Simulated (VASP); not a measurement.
VASP input:

KPOINTS:
```
Automatic mesh
0
Gamma
12 12 6
0 0 0
```

### POSCAR
```
Tl
1
    1.8006287328    -3.1187805654     0.0000000000
    1.8006287328     3.1187805654     0.0000000000
    0.0000000000     0.0000000000     5.6671682095
Tl
2
Direct
  0.3333330000   0.6666670000   0.2500000000
  0.6666670000   0.3333330000   0.7500000000
```

### INCAR
```
ALGO = Normal
EDIFF = 1E-7
ENCUT = 480
GGA = PE
ISIF = 2
ISMEAR = 1
LASPH = .True.
LCHARG = .False.
LMAXMIX = 4
LREAL = .False.
LWAVE = .False.
NELM = 100
PREC = Accurate
SIGMA = 0.1
SYSTEM = Tl
```

POTCAR, in this order: Tl_d (PBE.64 set). Program: vasp_std.

Problem. Write an equivalent input for Quantum ESPRESSO's pw.x.

Solution. One equivalent input (not run):
```
&CONTROL
  calculation = 'scf'
  pseudo_dir = './pseudo'
  outdir = './out'
  tprnfor = .true.
  tstress = .true.
/
&SYSTEM
  ibrav = 0
  nat = 2
  ntyp = 1
  ecutwfc = 60.3
  occupations = 'smearing'
  smearing = 'methfessel-paxton'
  degauss = 0.00735
  input_dft = 'pbe'
/
&ELECTRONS
  conv_thr = 7.3e-09
  electron_maxstep = 100
/
ATOMIC_SPECIES
  Tl 204.380 Tl.upf
CELL_PARAMETERS angstrom
     1.8006287   -3.1187806    0.0000000
     1.8006287    3.1187806    0.0000000
     0.0000000    0.0000000    5.6671682
ATOMIC_POSITIONS crystal
  Tl   0.3333330  0.6666670  0.2500000
  Tl   0.6666670  0.3333330  0.7500000
K_POINTS automatic
  12 12 6 0 0 0
```
The two are equivalent in intent, not identical: the potentials are each code's own (VASP's PAW set, PseudoDojo norm-conserving files in pw.x), so ENCUT and ecutwfc are chosen apart and not converted; conv_thr bounds pw.x's estimated SCF error, while EDIFF bounds the energy change between steps.

The compound is Tl in the hcp structure. This cell was strained or had an atom moved on purpose.
